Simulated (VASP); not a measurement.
OSZICAR of a VASP run on NiSb (NiAs type):

**OSZICAR**
```
       N       E                     dE             d eps       ncg     rms          rms(c)
DAV:   1     0.175292902348E+03    0.17529E+03   -0.12508E+04  1824   0.160E+03
DAV:   2    -0.429017797297E+01   -0.17958E+03   -0.17504E+03  1836   0.317E+02
DAV:   3    -0.130726054681E+02   -0.87824E+01   -0.84808E+01  2095   0.859E+01
DAV:   4    -0.133359849705E+02   -0.26338E+00   -0.26106E+00  2032   0.140E+01
DAV:   5    -0.133448367523E+02   -0.88518E-02   -0.88489E-02  2277   0.263E+00    0.130E+01
DAV:   6    -0.165688658615E+02   -0.32240E+01   -0.39190E+01  1996   0.112E+02    0.186E+01
DAV:   7    -0.119014607414E+02    0.46674E+01   -0.14323E+01  1988   0.780E+01    0.364E+00
DAV:   8    -0.119478128025E+02   -0.46352E-01   -0.17733E+00  2498   0.125E+01    0.262E+00
DAV:   9    -0.118921636445E+02    0.55649E-01   -0.26995E-01  2053   0.852E+00    0.588E-01
DAV:  10    -0.118926893904E+02   -0.52575E-03   -0.72200E-03  2000   0.916E-01    0.478E-01
DAV:  11    -0.118923439233E+02    0.34547E-03   -0.73814E-04  2028   0.256E-01    0.138E-01
DAV:  12    -0.118921712474E+02    0.17268E-03   -0.53579E-04  2563   0.393E-01    0.394E-02
DAV:  13    -0.118921749683E+02   -0.37208E-05   -0.55601E-05  1920   0.535E-02    0.272E-02
DAV:  14    -0.118921752216E+02   -0.25333E-06   -0.27179E-06  2021   0.159E-02    0.409E-03
DAV:  15    -0.118921750529E+02    0.16872E-06   -0.31724E-07  1641   0.581E-03    0.122E-03
DAV:  16    -0.118921750000E+02    0.52860E-07   -0.50104E-08  1017   0.218E-03
   1 F= -.11892175E+02 E0= -.11891764E+02  d E =-.118922E+02
       N       E                     dE             d eps       ncg     rms          rms(c)
DAV:   1    -0.118924273691E+02   -0.25232E-03   -0.61292E-03  1887   0.632E-01    0.981E-02
DAV:   2    -0.118923224569E+02    0.10491E-03   -0.36911E-04  2423   0.343E-01    0.724E-02
DAV:   3    -0.118922912403E+02    0.31217E-04   -0.41440E-04  2020   0.384E-01    0.580E-02
DAV:   4    -0.118922420763E+02    0.49164E-04   -0.10328E-04  2313   0.178E-01    0.629E-03
DAV:   5    -0.118922423815E+02   -0.30517E-06   -0.11155E-05  1958   0.428E-02    0.375E-03
DAV:   6    -0.118922422868E+02    0.94703E-07   -0.48250E-07  2015   0.995E-03
   2 F= -.11892242E+02 E0= -.11891840E+02  d E =-.672868E-04
```

**Question.** Which electronic solver shows in the log?

**Answer.** It is blocked Davidson (ALGO = Normal, or the opening steps of other solvers). The INCAR had ALGO = Normal.

**Question.** How was spin treated?

**Answer.** Without spin polarisation: there is no mag entry.

**Question.** Can the final energy be trusted as converged?

**Answer.** The calculation finished and met its thresholds. It stopped with EDIFF = 1E-7, NELM = 100, NSW = 30 and EDIFFG = -0.01 after 2 ionic steps (vdW-DF-cx, plane waves, VASP's PBE PAW potentials (set 64)).

The compound is NiSb in the NiAs type structure. This cell is one point of a volume scan, at 1.06 of the reference volume. Symmetry was kept, so distortions that lower it aren't found. The run is not spin-polarised, so no magnetic state was tried.
